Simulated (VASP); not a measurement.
Given:

```yaml
crystal:
  lattice:
    - [-1.58084, 1.58084, 1.58084]
    - [1.58084, -1.58084, 1.58084]
    - [1.58084, 1.58084, -1.58084]
  atoms:
    - { symbol: W, position: [0.00000, 0.00000, 0.00000] }
```

Method: vdW-DF-cx, VASP's PBE PAW potentials (set 64) (plane waves; VASP). Run with 520 eV cut-off, Gaussian smearing of 0.050 eV, potentials W_sv.

Unless said otherwise, spin-orbit coupling is left out, though it shifts the bands of the heavy elements here.

Question: Estimate the band gap (along the path) with the smallest direct gap where there is one.

Answer: 
The band gap (along the path) comes out as none (metal, semimetal or under 0.01 eV).

Total energies compare only between runs with the same potentials, cut-off and functional.

The compound is W in the bcc structure. It was relaxed first.
